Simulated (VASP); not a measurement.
Consider the following.

```yaml
crystal:
  lattice:
    - [4.32128, 2.15872, 2.15872]
    - [2.15872, 4.32128, 2.15872]
    - [2.15872, 2.15872, 4.32128]
  atoms:
    - { symbol: Ni, position: [0.00000, 0.00000, 0.00000], spin: 1.4 }
    - { symbol: Ni, position: [0.50000, 0.50000, 0.50000], spin: -1.4 }
    - { symbol: O, position: [0.25000, 0.25000, 0.25000] }
    - { symbol: O, position: [0.75000, 0.75000, 0.75000] }
```

All values below come from RPBE GGA, VASP's PBE PAW potentials (set 64) (plane waves; VASP). Run with 520 eV cut-off, 9×9×9 Γ-centred mesh, Gaussian smearing of 0.050 eV, potentials Ni O.

Give the stress tensor in GPa (positive for a compressed cell).

```
-8.84  -0.09  -0.09
-0.09  -8.84  -0.09
-0.09  -0.09  -8.84
```
The pressure is its mean diagonal, -8.84 GPa.

The compound is NiO in the rock salt, AFM-II order structure. This cell is one point of a volume scan, at 1.06 of the reference volume.
